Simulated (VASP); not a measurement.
Computed with revTPSS meta-GGA, VASP's PBE PAW potentials (set 64) (plane waves; VASP 6.6.1).

VASP ran on this input.

File POSCAR:
```
FeAl
1
    2.8401996289     0.0000000000     0.0000000000
    0.0000000000     2.8401996289     0.0000000000
   -0.0000000000     0.0000000000     2.8401996289
Al Fe
1 1
Direct
  0.5000000000   0.5000000000   0.5000000000
  0.0000000000   0.0000000000   0.0000000000
```

**KPOINTS**
```
Automatic mesh
0
Gamma
12 12 12
0 0 0
```

### INCAR
```
ALGO=Normal
EDIFF=1E-6
EDIFFG=-0.01
ENCUT=520
IBRION=2
ISIF=3
ISMEAR=1
LASPH=.TRUE.
LCHARG=.FALSE.
LMAXMIX=4
LMIXTAU=.TRUE.
LREAL=.FALSE.
LWAVE=.FALSE.
METAGGA=RTPSS
NELM=100
NSW=60
PREC=Accurate
SIGMA=0.1
SYSTEM=FeAl
```

POTCAR, in this order: Al Fe (PBE.64 set). Program: vasp_std.

What VASP printed:

### OUTCAR
```
 ion  position               nearest neighbor table
   1  0.500  0.500  0.500-   2 2.46   2 2.46   2 2.46   2 2.46   2 2.46   2 2.46   2 2.46   2 2.46
  LATTYP: Found a simple cubic cell.
 ALAT       =     2.8401996289
 Subroutine PRICEL returns:
 Original cell was already a primitive cell.
 Subroutine GETGRP returns: Found 48 space group operations
The static configuration has the point symmetry O_h .
The dynamic configuration has the point symmetry O_h .
 Subroutine INISYM returns: Found 48 space group operations
 Subroutine IBZKPT returns following result:
 Found     84 irreducible k-points:

 Following reciprocal coordinates:
            Coordinates               Weight
  0.000000  0.000000  0.000000      1.000000
  0.083333  0.000000  0.000000      6.000000
  0.166667  0.000000  0.000000      6.000000
  0.250000  0.000000  0.000000      6.000000
  0.333333  0.000000  0.000000      6.000000
  0.416667  0.000000  0.000000      6.000000
  0.500000  0.000000  0.000000      3.000000
  0.083333  0.083333  0.000000     12.000000
  0.166667  0.083333  0.000000     24.000000
  0.250000  0.083333  0.000000     24.000000
  0.333333  0.083333  0.000000     24.000000
  0.416667  0.083333  0.000000     24.000000
  0.500000  0.083333  0.000000     12.000000
  0.166667  0.166667  0.000000     12.000000
  0.250000  0.166667  0.000000     24.000000
  0.333333  0.166667  0.000000     24.000000
  0.416667  0.166667  0.000000     24.000000
  0.500000  0.166667  0.000000     12.000000
  0.250000  0.250000  0.000000     12.000000
  0.333333  0.250000  0.000000     24.000000
  0.416667  0.250000  0.000000     24.000000
  0.500000  0.250000  0.000000     12.000000
  0.333333  0.333333  0.000000     12.000000
  0.416667  0.333333  0.000000     24.000000
  0.500000  0.333333  0.000000     12.000000
...
```

OSZICAR:
```
       N       E                     dE             d eps       ncg     rms          rms(c)
DAV:   1     0.476818524740E+02    0.47682E+02   -0.58012E+03  1528   0.143E+03
DAV:   2    -0.299442319953E+00   -0.47981E+02   -0.46484E+02  1512   0.214E+02
DAV:   3    -0.169978563956E+01   -0.14003E+01   -0.13882E+01  1771   0.531E+01
DAV:   4    -0.173113173637E+01   -0.31346E-01   -0.31317E-01  1894   0.714E+00
DAV:   5    -0.173211623806E+01   -0.98450E-03   -0.98434E-03  1856   0.125E+00    0.871E+00
DAV:   6    -0.117356885720E+02   -0.10004E+02   -0.64785E+00  1512   0.321E+01    0.446E+00
DAV:   7    -0.124048414361E+02   -0.66915E+00   -0.10950E+01  1738   0.546E+01    0.848E+00
DAV:   8    -0.117022103058E+02    0.70263E+00   -0.56390E+00  1711   0.372E+01    0.149E+00
DAV:   9    -0.119309245309E+02   -0.22871E+00   -0.32746E+00  1858   0.303E+01    0.475E+00
DAV:  10    -0.117091732706E+02    0.22175E+00   -0.11430E+00  1744   0.182E+01    0.116E+00
DAV:  11    -0.116969416342E+02    0.12232E-01   -0.18099E-01  1826   0.698E+00    0.357E-01
DAV:  12    -0.116968500419E+02    0.91592E-04   -0.42821E-03  1928   0.103E+00    0.252E-01
DAV:  13    -0.116968326347E+02    0.17407E-04   -0.43668E-05  1893   0.703E-02    0.220E-01
DAV:  14    -0.116969902477E+02   -0.15761E-03   -0.17797E-03  1723   0.732E-01    0.138E-01
DAV:  15    -0.116969013104E+02    0.88937E-04   -0.77599E-04  1712   0.478E-01    0.773E-02
DAV:  16    -0.116968972525E+02    0.40579E-05   -0.50391E-06  1611   0.290E-02    0.608E-02
DAV:  17    -0.116968896113E+02    0.76412E-05   -0.54084E-05  1718   0.128E-01    0.179E-02
DAV:  18    -0.116968919366E+02   -0.23253E-05   -0.80863E-07   776   0.164E-02    0.977E-03
DAV:  19    -0.116968920519E+02   -0.11527E-06   -0.17868E-07   773   0.508E-03
   1 F= -.11696892E+02 E0= -.11696732E+02  d E =-.116969E+02
       N       E                     dE             d eps       ncg     rms          rms(c)
DAV:   1    -0.116971708429E+02   -0.27891E-03   -0.57602E-03  1580   0.148E+00    0.162E-01
DAV:   2    -0.116974454982E+02   -0.27466E-03   -0.11373E-02  1780   0.169E+00    0.194E-01
DAV:   3    -0.116968834970E+02    0.56200E-03   -0.45634E-03  1772   0.109E+00    0.261E-02
DAV:   4    -0.116968790459E+02    0.44511E-05   -0.58187E-05  1833   0.107E-01    0.632E-03
DAV:   5    -0.116968793075E+02   -0.26165E-06   -0.11606E-05  1561   0.622E-02    0.458E-03
DAV:   6    -0.116968791712E+02    0.13638E-06   -0.44729E-06  1165   0.365E-02
   2 F= -.11696879E+02 E0= -.11696719E+02  d E =0.128807E-04
       N       E                     dE             d eps       ncg     rms          rms(c)
DAV:   1    -0.116969866906E+02   -0.10738E-03   -0.17488E-03  1583   0.815E-01    0.901E-02
DAV:   2    -0.116970741209E+02   -0.87430E-04   -0.34933E-03  1788   0.931E-01    0.107E-01
DAV:   3    -0.116968983787E+02    0.17574E-03   -0.13985E-03  1780   0.604E-01    0.149E-02
DAV:   4    -0.116968953693E+02    0.30094E-05   -0.19040E-05  1783   0.619E-02    0.381E-03
DAV:   5    -0.116968952799E+02    0.89353E-07   -0.41676E-06  1252   0.378E-02
   3 F= -.11696895E+02 E0= -.11696735E+02  d E =-.322804E-05
       N       E                     dE             d eps       ncg     rms          rms(c)
DAV:   1    -0.116969073608E+02   -0.11991E-04   -0.22577E-04  1586   0.293E-01    0.325E-02
DAV:   2    -0.116969187356E+02   -0.11375E-04   -0.44332E-04  1789   0.330E-01    0.378E-02
DAV:   3    -0.116968960993E+02    0.22636E-04   -0.17858E-04  1779   0.215E-01    0.569E-03
DAV:   4    -0.116968954331E+02    0.66625E-06   -0.29981E-06   798   0.264E-02
   4 F= -.11696895E+02 E0= -.11696735E+02  d E =-.338122E-05
```

### OUTCAR
```
------------------------ aborting loop because EDIFF is reached ----------------------------------------
  FORCE on cell =-STRESS in cart. coord.  units (eV):
  Direction    XX          YY          ZZ          XY          YZ          ZX
  --------------------------------------------------------------------------------------
  Total       -0.0168248     -0.0168248     -0.0168248      0.0000000      0.0000000      0.0000000
  in kB       -1.1769746     -1.1769746     -1.1769746      0.0000000      0.0000000      0.0000000
  external PRESSURE =      -1.1769746 kB  Pullay stress =       0.0000000 kB
  volume of cell :       22.90
      direct lattice vectors                 reciprocal lattice vectors
     2.839864263 -0.000000000 -0.000000000     0.352129506 -0.000000000  0.000000000
     0.000000000  2.839864263  0.000000000     0.000000000  0.352129506 -0.000000000
    -0.000000000  0.000000000  2.839864263     0.000000000 -0.000000000  0.352129506
 POSITION                                       TOTAL-FORCE (eV/Angst)
 -----------------------------------------------------------------------------------
      1.41993      1.41993      1.41993        -0.000000      0.000000      0.000000
      0.00000      0.00000      0.00000         0.000000     -0.000000      0.000000
 -----------------------------------------------------------------------------------
    total drift:                               -0.000000      0.000000     -0.000000
  FREE ENERGIE OF THE ION-ELECTRON SYSTEM (eV)
  ---------------------------------------------------
  free  energy   TOTEN  =       -11.6968954331 eV

  energy  without entropy=      -11.6964150457  energy(sigma->0) =      -11.69673530

 reached required accuracy - stopping structural energy minimisation
```
(Selected blocks of OUTCAR.)

CONTCAR:
```
FeAl
   1.00000000000000
     2.8398642633366356   -0.0000000000000000   -0.0000000000000000
     0.0000000000000000    2.8398642633366356    0.0000000000000000
    -0.0000000000000000    0.0000000000000000    2.8398642633366356
  Al              Fe
     1     1
Direct
     0.5000000000000000    0.5000000000000000    0.5000000000000000
     0.0000000000000000    0.0000000000000000    0.0000000000000000
```

The compound is FeAl in the CsCl type structure. This run relaxes it. Symmetry was kept, so distortions that lower it aren't found. The start is the result of an earlier pass. The run is not spin-polarised, so no magnetic state was tried. The electron count is odd and the run is not spin-polarised, which forces a metal.
